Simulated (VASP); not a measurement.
Here is a VASP 6.6.1 calculation.

INCAR

```
PREC = Accurate ; ENCUT = 450
EDIFF = 1E-5 ; ISMEAR = 0
SIGMA = 0.03 ; LREAL = Auto
LASPH = T ; NELM = 120
ALGO = Normal ; ISIF = 2
LWAVE = F ; LCHARG = F
ISPIN = 2 ; MAGMOM = 1 0 0 0 0 0 0 0 0 0 0 0 0 0 0 0 0 0 0 0 0 0 0 0
LORBIT = 11 ; LMAXMIX = 4
LDAU = T ; LDAUTYPE = 2
LDAUL = 2 -1 -1 ; LDAUU = 3 0 0
LDAUJ = 0 0 0 ; LDAUPRINT = 1
GGA = PS ; KPAR = 4
```

Contents of KPOINTS:

```
regular mesh
0
Gamma
  2 3 3
```

The input POSCAR:

```
VSi11C12
1.0
    0.0000000000      6.5370000000      6.5370000000
    4.3580000000      0.0000000000      4.3580000000
    4.3580000000      4.3580000000      0.0000000000
V Si C
1 11 12
Direct
    0.0000000000      0.0000000000      0.0000000000
    0.0000000000      0.0000000000      0.5000000000
    0.0000000000      0.5000000000      0.0000000000
    0.0000000000      0.5000000000      0.5000000000
    0.3333330000      0.0000000000      0.0000000000
    0.3333330000      0.0000000000      0.5000000000
    0.3333330000      0.5000000000      0.0000000000
    0.3333330000      0.5000000000      0.5000000000
    0.6666670000      0.0000000000      0.0000000000
    0.6666670000      0.0000000000      0.5000000000
    0.6666670000      0.5000000000      0.0000000000
    0.6666670000      0.5000000000      0.5000000000
    0.0833333333      0.1250000000      0.1250000000
    0.0833333333      0.1250000000      0.6250000000
    0.0833333333      0.6250000000      0.1250000000
    0.0833333333      0.6250000000      0.6250000000
    0.4166663333      0.1250000000      0.1250000000
    0.4166663333      0.1250000000      0.6250000000
    0.4166663333      0.6250000000      0.1250000000
    0.4166663333      0.6250000000      0.6250000000
    0.7500003333      0.1250000000      0.1250000000
    0.7500003333      0.1250000000      0.6250000000
    0.7500003333      0.6250000000      0.1250000000
    0.7500003333      0.6250000000      0.6250000000
```

Potentials or basis: VASP PAW PBE potentials, release 64 (V_sv, Si, C).

Run with:

```bash
$ cat potpaw_PBE.64/V_sv/POTCAR potpaw_PBE.64/Si/POTCAR potpaw_PBE.64/C/POTCAR > POTCAR
$ mpirun -np 4 vasp_std > vasp.out
```

(1) What does it give for the largest force?

(2) What does it give for the band gap on the k mesh?

(3) Predict the site moments.

(4) What does it give for the net moment?

## Answers

(1) 2.176 eV/Å.

(2) 0.16 eV, indirect (least direct gap 0.55 eV).

(3) V -0.94; Si -0.02, +0.00, -0.01, -0.00; C +0.02, +0.00, -0.00 μB.

(4) -1.00 μB per cell.

Caveat: the PAW data sets were made with another functional, which shifts forces and pressure a little; the U is typed as a test and isn't derived for this compound.
